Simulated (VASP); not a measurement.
Data:

```
CaSe
1.0
    0.00000     2.96000     2.96000
    2.96000     0.00000     2.96000
    2.96000     2.96000     0.00000
Ca Se
1 1
Direct
  0.00000   0.00000   0.00000
  0.50000   0.50000   0.50000
```

The numbers are results of eigenvalue-self-consistent GW0 on PBE orbitals, VASP's PBE PAW potentials (set 64) (plane waves; VASP 6.6.1), not measurements. Run with PREC = Normal, 500 eV cut-off, 4×4×4 Γ-centred mesh, Gaussian smearing of 0.010 eV, potentials Ca_sv_GW Se_GW.

The mesh is coarse and the basis finite, so the quasiparticle values are not converged.

NBANDS = 160, ENCUTGW = 200 eV, NOMEGA = 64, 4 updates of the levels in G. The PBE levels (eV) are:

```tsv
state	KS energy	filling
k1 (0.00, 0.00, 0.00), band 5	-8.13	2
k1 (0.00, 0.00, 0.00), band 6	3.66	2
k1 (0.00, 0.00, 0.00), band 7	3.66	2
k1 (0.00, 0.00, 0.00), band 8	3.66	2
k1 (0.00, 0.00, 0.00), band 9	6.98	0
k1 (0.00, 0.00, 0.00), band 10	7.36	0
k1 (0.00, 0.00, 0.00), band 11	7.36	0
k1 (0.00, 0.00, 0.00), band 12	7.36	0
k2 (0.25, 0.00, 0.00), band 5	-7.80	2
k2 (0.25, 0.00, 0.00), band 6	1.66	2
k2 (0.25, 0.00, 0.00), band 7	2.96	2
k2 (0.25, 0.00, 0.00), band 8	2.96	2
k2 (0.25, 0.00, 0.00), band 9	7.37	0
k2 (0.25, 0.00, 0.00), band 10	8.08	0
k2 (0.25, 0.00, 0.00), band 11	8.08	0
k2 (0.25, 0.00, 0.00), band 12	9.31	0
k5 (0.50, 0.25, 0.00), band 5	-7.49	2
k5 (0.50, 0.25, 0.00), band 6	1.02	2
k5 (0.50, 0.25, 0.00), band 7	2.06	2
k5 (0.50, 0.25, 0.00), band 8	2.59	2
k5 (0.50, 0.25, 0.00), band 9	7.05	0
k5 (0.50, 0.25, 0.00), band 10	9.29	0
k5 (0.50, 0.25, 0.00), band 11	9.33	0
k5 (0.50, 0.25, 0.00), band 12	9.55	0
```

**Question.** Give the quasiparticle energies and renormalisation factors Z.

**Answer.** 
```json
[
 {"state": "k1 (0.00, 0.00, 0.00), band 5", "QP energy (eV)": "-9.38", "Z": "0.69"},
 {"state": "k1 (0.00, 0.00, 0.00), band 6", "QP energy (eV)": "2.52", "Z": "0.77"},
 {"state": "k1 (0.00, 0.00, 0.00), band 7", "QP energy (eV)": "2.52", "Z": "0.77"},
 {"state": "k1 (0.00, 0.00, 0.00), band 8", "QP energy (eV)": "2.52", "Z": "0.77"},
 {"state": "k1 (0.00, 0.00, 0.00), band 9", "QP energy (eV)": "7.45", "Z": "0.80"},
 {"state": "k1 (0.00, 0.00, 0.00), band 10", "QP energy (eV)": "8.86", "Z": "0.77"},
 {"state": "k1 (0.00, 0.00, 0.00), band 11", "QP energy (eV)": "8.86", "Z": "0.77"},
 {"state": "k1 (0.00, 0.00, 0.00), band 12", "QP energy (eV)": "8.86", "Z": "0.77"},
 {"state": "k2 (0.25, 0.00, 0.00), band 5", "QP energy (eV)": "-9.03", "Z": "0.68"},
 {"state": "k2 (0.25, 0.00, 0.00), band 6", "QP energy (eV)": "0.42", "Z": "0.75"},
 {"state": "k2 (0.25, 0.00, 0.00), band 7", "QP energy (eV)": "1.89", "Z": "0.77"},
 {"state": "k2 (0.25, 0.00, 0.00), band 8", "QP energy (eV)": "1.89", "Z": "0.77"},
 {"state": "k2 (0.25, 0.00, 0.00), band 9", "QP energy (eV)": "8.39", "Z": "0.78"},
 {"state": "k2 (0.25, 0.00, 0.00), band 10", "QP energy (eV)": "9.79", "Z": "0.75"},
 {"state": "k2 (0.25, 0.00, 0.00), band 11", "QP energy (eV)": "9.79", "Z": "0.75"},
 {"state": "k2 (0.25, 0.00, 0.00), band 12", "QP energy (eV)": "11.17", "Z": "0.74"},
 {"state": "k5 (0.50, 0.25, 0.00), band 5", "QP energy (eV)": "-8.68", "Z": "0.69"},
 {"state": "k5 (0.50, 0.25, 0.00), band 6", "QP energy (eV)": "-0.32", "Z": "0.74"},
 {"state": "k5 (0.50, 0.25, 0.00), band 7", "QP energy (eV)": "0.85", "Z": "0.76"},
 {"state": "k5 (0.50, 0.25, 0.00), band 8", "QP energy (eV)": "1.43", "Z": "0.76"},
 {"state": "k5 (0.50, 0.25, 0.00), band 9", "QP energy (eV)": "8.18", "Z": "0.78"},
 {"state": "k5 (0.50, 0.25, 0.00), band 10", "QP energy (eV)": "11.28", "Z": "0.73"},
 {"state": "k5 (0.50, 0.25, 0.00), band 11", "QP energy (eV)": "11.59", "Z": "0.72"},
 {"state": "k5 (0.50, 0.25, 0.00), band 12", "QP energy (eV)": "11.61", "Z": "0.73"}
]
```
On the mesh the gap opens from 2.03 to 4.07 eV.

The compound is CaSe in the rock salt structure. The cell was not relaxed at this level. The k-mesh is coarse (spacing up to 0.46 per Å, 2π included), so the numbers may not be converged in it.
